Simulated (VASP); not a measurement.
# CsEu in VASP: convergence with ENCUT

The system is CsEu.

```
Eu Cs
1.0
     4.46442    0.00000    0.00000
    -2.23221    3.86630    0.00000
     0.00000    0.00000    8.00863
Eu Cs
1 1
Cartesian
  2.2218 1.2927 0.0028
  0.0033 -0.0093 4.0024
```

The cell comes from a database or a generator and needn't be the stable form of this composition.

The cell isn't the ideal one: atoms moved at random, drawn with an rms of 0.02 Å.

| Quantity | Value |
| --- | --- |
| Program | VASP 6.6.1 |
| Task | single point |
| Functional | PBEsol |
| Potentials or basis | VASP PAW PBE potentials, release 64 (Eu, Cs_sv) |
| Cutoff | 200 eV |
| k mesh | 5 × 5 × 3 |
| Occupations | methfessel-paxton, width 0.1 eV |
| Spin | collinear spin, ferromagnetic start |
| Starting moments | [7.0, 0.0] μB |

These are the settings of the first run; the series varies ENCUT, with any setting tied to it.

Hardware: 1 thread of Intel(R) Xeon(R) 6975P-C (Granite Rapids) (shared host).

The values tried are 200 eV, 250 eV, 300 eV, 350 eV, 400 eV, 450 eV, 500 eV, 600 eV, 800 eV, loosest first. From which on does the largest site moment stay within 0.02 μB of the tightest run that finished?

From 300 eV on.

```csv
ENCUT,"energy less the tightest run, at zero smearing (meV/atom)",largest site moment (μB),SCF cycles,CPU time (s),peak memory (GiB)
200 eV,471.90,6.81,124,280,0.22
250 eV,225.33,6.79,140,320,0.23
300 eV,41.22,6.82,20,92,0.27
350 eV,14.43,6.83,19,99,0.29
400 eV,12.52,6.82,21,150,0.34
450 eV,6.70,6.82,27,200,0.38
500 eV,2.69,6.82,30,270,0.44
600 eV,1.10,6.82,97,1100,0.48
800 eV,0.00,6.82,130,3100,0.72
```

Not settled before the last step: the energy (to 1 meV/atom). The tightest run that finished is the yardstick and may itself not be fully converged.

 The state reached can hang on the start; a lower one may exist.
